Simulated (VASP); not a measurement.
Output of a VASP run:

**OSZICAR**
```
       N       E                     dE             d eps       ncg     rms          rms(c)
DAV:   1     0.107350693353E+03    0.10735E+03   -0.10106E+04  1751   0.167E+03
DAV:   2    -0.321927030339E+01   -0.11057E+03   -0.10706E+03  1764   0.303E+02
DAV:   3    -0.650919600012E+01   -0.32899E+01   -0.32811E+01  2037   0.628E+01
DAV:   4    -0.652937640191E+01   -0.20180E-01   -0.20177E-01  1904   0.415E+00
DAV:   5    -0.652962584960E+01   -0.24945E-03   -0.24945E-03  2058   0.478E-01    0.926E+00
DAV:   6    -0.599166505984E+01    0.53796E+00   -0.18514E+00  1757   0.171E+01    0.566E+00
DAV:   7    -0.596142477679E+01    0.30240E-01   -0.41361E-02  2348   0.416E+00    0.300E+00
DAV:   8    -0.595105217014E+01    0.10373E-01   -0.85981E-03  2106   0.114E+00    0.122E-01
DAV:   9    -0.595107947357E+01   -0.27303E-04   -0.40412E-04  1935   0.259E-01    0.627E-02
DAV:  10    -0.595108572939E+01   -0.62558E-05   -0.30203E-05  2211   0.993E-02    0.165E-02
DAV:  11    -0.595108548320E+01    0.24619E-06   -0.69128E-06  1792   0.601E-02
   1 F= -.59510855E+01 E0= -.59509065E+01  d E =-.595109E+01
```

File OUTCAR:
```
------------------------ aborting loop because EDIFF is reached ----------------------------------------
  FORCE on cell =-STRESS in cart. coord.  units (eV):
  Direction    XX          YY          ZZ          XY          YZ          ZX
  --------------------------------------------------------------------------------------
  Total       -0.0013561     -0.0013561     -0.0013561     -0.0000000     -0.0000000     -0.0000000
  in kB       -0.0710574     -0.0710574     -0.0710574     -0.0000000     -0.0000000     -0.0000000
  external PRESSURE =      -0.0710574 kB  Pullay stress =       0.0000000 kB
  volume of cell :       30.58
      direct lattice vectors                 reciprocal lattice vectors
     3.127037920  0.000000000  0.000000000     0.319791453  0.000000000  0.000000000
     0.000000000  3.127037920  0.000000000     0.000000000  0.319791453  0.000000000
     0.000000000  0.000000000  3.127037920     0.000000000  0.000000000  0.319791453
 POSITION                                       TOTAL-FORCE (eV/Angst)
 -----------------------------------------------------------------------------------
      1.56352      1.56352      1.56352         0.000000      0.000000      0.000000
      0.00000      0.00000      0.00000         0.000000      0.000000      0.000000
 -----------------------------------------------------------------------------------
    total drift:                               -0.000000      0.000000      0.000000
  FREE ENERGIE OF THE ION-ELECTRON SYSTEM (eV)
  ---------------------------------------------------
  free  energy   TOTEN  =        -5.9510854832 eV

  energy  without entropy=       -5.9505486161  energy(sigma->0) =       -5.95090653

 reached required accuracy - stopping structural energy minimisation
```
(Selected blocks of OUTCAR.)

File POSCAR:
```
AuZn
1
    3.1270379201    -0.0000000000     0.0000000000
    0.0000000000     3.1270379201    -0.0000000000
    0.0000000000    -0.0000000000     3.1270379201
Zn Au
1 1
Direct
  0.5000000000   0.5000000000   0.5000000000
  0.0000000000   0.0000000000   0.0000000000
```

### Question
Reconstruct the remaining input files.

### Answer
This is not unique; one that fits is the input of the run itself, PBEsol GGA, plane waves, VASP's PBE PAW potentials (set 64).

**KPOINTS**
```
Regular mesh
0
gamma
11 11 11
```

### INCAR
```
ALGO = Normal
EDIFF = 1E-6
EDIFFG = -0.01
ENCUT = 400
GGA = PS
IBRION = 2
ISIF = 3
ISMEAR = 1
LASPH = .TRUE.
LCHARG = .FALSE.
LMAXMIX = 6
LREAL = .FALSE.
LWAVE = .FALSE.
NELM = 100
NSW = 60
PREC = Accurate
SIGMA = 0.1
SYSTEM = AuZn
```

POTCAR, in this order: Zn Au (PBE.64 set). Program: vasp_std.

The compound is AuZn in the CsCl type structure. It was relaxed first. The start is the result of an earlier pass. The electron count is odd and the run is not spin-polarised, which forces a metal.
